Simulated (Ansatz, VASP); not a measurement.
# Pb (Pb(111), strained): VASP beside Ansatz, part 2 of 2

One calculation is typed for both programs; each brings its own data sets and cutoff. How far apart do they land?

VASP 6.6.1 and Ansatz 0.2.0.

So far: Starting point; Ansatz: band structure, PBE with D3(BJ); VASP: band structure, PBE with D3(BJ).

## Step 3: VASP: band structure, PBE with D3(BJ) (continued)

Level of this step: PBE with D3(BJ); plane waves and PAW (Pb) (VASP).

Numbers of over 12 decimals in the logs are rounded to 6 here.

OUTCAR, selected parts (step 3):

```text
ion  position               nearest neighbor table
   1  0.000  0.000  0.342-   2 3.44   2 3.44   2 3.44
   2  0.667  0.333  0.446-   1 3.44   1 3.44   1 3.44   3 3.54   3 3.54   3 3.54
   3  0.333  0.667  0.554-   4 3.44   4 3.44   4 3.44   2 3.54   2 3.54   2 3.54
   4  0.000  0.000  0.658-   3 3.44   3 3.44   3 3.44

  LATTYP: Found a hexagonal cell.
 ALAT       =     3.5850313800
 C/A-ratio  =     7.3669989028

 Subroutine GETGRP returns: Found 12 space group operations
 (whereof 12 operations were pure point group operations)

The static configuration has the point symmetry D_3d.

 Found     19 irreducible k-points:

   k-points           NKPTS =     19   k-points in BZ     NKDIM =     19   number of bands    NBANDS=     22

   dimension x,y,z NGX =    16 NGY =   16 NGZ =  112
   dimension x,y,z NGXF=    32 NGYF=   32 NGZF=  224

   ENCUT  =  300.0 eV  22.05 Ry    4.70 a.u.   5.06  5.06 37.30*2*pi/ulx,y,z

   NELECT =      16.0000    total number of electrons

 k-points in reciprocal lattice and weights: Automatic mesh
   0.00000000  0.00000000  0.00000000       0.007
   0.08333333  0.00000000  0.00000000       0.042
   0.16666667  0.00000000  0.00000000       0.042
   0.25000000 -0.00000000  0.00000000       0.042
   0.33333333  0.00000000  0.00000000       0.042
   0.41666667  0.00000000  0.00000000       0.042
   0.50000000 -0.00000000  0.00000000       0.021
   0.08333333  0.08333333  0.00000000       0.042
   0.16666667  0.08333333  0.00000000       0.083
[...]
0.33333333  0.25000000  0.00000000       0.083
   0.33333333  0.33333333  0.00000000       0.014

 dipolmoment           0.000000      0.000000     -0.000000 electrons x Angstroem

 average (electrostatic) potential at core
       1 -47.9224       2 -47.8565       3 -47.8565       4 -47.9224

 E-fermi :  -0.2354

 k-point     1 :       0.0000    0.0000    0.0000
  band No.  band energies     occupation
    ...
      2     -10.9038      2.00000
      3      -9.6273      2.00000
      4      -8.5037      2.00000
      5      -3.3643      2.00000
      6      -1.4174      1.99999
      7       1.1298      0.00000
      8       2.9430      0.00000
      9       3.4537      0.00000
     10       4.3674      0.00000
     11       4.4496      0.00000
    ...

 k-point     2 :       0.0833    0.0000    0.0000
  band No.  band energies     occupation
    ...
      2     -10.7945      2.00000
      3      -9.5248      2.00000
      4      -8.4125      2.00000
      5      -3.2431      2.00000
      6      -1.3215      1.99996
      7       1.1743      0.00000
      8       3.0060      0.00000
      9       3.5243      0.00000
     10       3.7798      0.00000
     11       4.1686      0.00000
    ...

 k-point     3 :       0.1667    0.0000    0.0000
  band No.  band energies     occupation
    ...
      2     -10.4693      2.00000
      3      -9.2225      2.00000
      4      -8.1474      2.00000
      5      -2.8885      2.00000
      6      -1.0667      1.99951
      7       1.0137      0.00001
      8       1.9109      0.00000
      9       2.2570      0.00000
     10       3.0876      0.00000
     11       3.4638      0.00000
    ...

 Edisp (eV)   -1.23058

  Total      -2.01998    -2.01998    -0.23846     0.00000     0.00000    -0.00000
  in kB     -11.00927   -11.00927    -1.29965     0.00000     0.00000    -0.00000
  external pressure =       -7.77 kB  Pullay stress =        0.00 kB

  energy-cutoff  :      300.00
  volume of cell :      293.97
      direct lattice vectors                 reciprocal lattice vectors
     3.585031380  0.000000000  0.000000000     0.278937586  0.161044690  0.000000000
    -1.792515690  3.104728250  0.000000000     0.000000000  0.322089381  0.000000000
     0.000000000  0.000000000 26.410922243     0.000000000  0.000000000  0.037863123

 POSITION                                       TOTAL-FORCE (eV/Angst)
 -----------------------------------------------------------------------------------
      0.00000      0.00000      9.02449        -0.000000      0.000000      0.023503
      1.79252      1.03491     11.76854        -0.000000      0.000000      0.011924
     -0.00000      2.06982     14.64239         0.000000     -0.000000     -0.011924
      0.00000      0.00000     17.38643         0.000000     -0.000000     -0.023503
 -----------------------------------------------------------------------------------
    total drift:                               -0.000000     -0.000000     -0.000000

  FREE ENERGIE OF THE ION-ELECTRON SYSTEM (eV)
  ---------------------------------------------------
  free  energy   TOTEN  =       -15.1854814434 eV

  energy  without entropy=      -15.1134997047  energy(sigma->0) =      -15.14949057

 vacuum level on the upper side and lower side of the slab         3.646         3.646

 total charge
# of ion       s       p       d       tot
------------------------------------------
    1        1.728   1.254   0.049   3.031
    2        1.742   1.304   0.066   3.113
    3        1.742   1.304   0.066   3.113
    4        1.728   1.254   0.049   3.031
--------------------------------------------------
tot          6.941   5.116   0.230  12.288

[... 3 further parts left out ...]
```

Dispersion corrections of this kind ignore metallic screening and tend to overbind metals. The data set Pb keeps the semicore shell frozen, which is cheaper and a little less accurate.

## Step 4: Side by side

Known differences besides the potentials themselves: the data sets hold 56 valence electrons in Ansatz (default PAW (the set named soft_2) files) and 16 in VASP; the cutoff is 420 eV in Ansatz and 300 eV in VASP (PREC = Normal). Total energies have different zeros and are not compared.

Compared:

```csv
quantity,Ansatz,VASP,difference
"work function, lower of the two faces (eV)",3.88,3.88,0.00
"work function, higher of the two faces (eV)",3.88,3.88,0.00
```

At this near-relaxed geometry the largest component of a force difference is 12 meV/Å. Levels from 3 eV below to 2 eV above the Fermi level differ by 6 meV r.m.s. and 17 meV at most; each VASP level is matched to the nearest of Ansatz, which flatters the figure a little. VASP's log warns that it found no field-free region in the vacuum, so its work functions are uncertain.

## Step 5: What came out

| Quantity | Value |
| --- | --- |
| r.m.s. difference of levels near the Fermi level (band structure, PBE with D3(BJ)) | 6.2 meV |
| r.m.s. force difference (band structure, PBE with D3(BJ)) | 6.1 meV/Å |

What this shows: The r.m.s. force difference is 6.1 meV/Å (band structure, PBE with D3(BJ)), within the 12 meV/Å picked in this series as the mark of a large difference. Such differences can come from data sets, numerical settings and the points named under the comparisons, not from the functional's error against experiment.

[Lines on the potential files, build, host, timing and source positions are cut from VASP's logs without a mark.]

[Logs are printed without paths, hosts, clocks, repeated set-up lines and the standing remarks that a program may print on its own settings, such as how far it seeks lower states.]

[Hosts, paths, dates, database ids (printed as entryN), source tags and the programs' standing remarks are cut or masked in the printed files.]
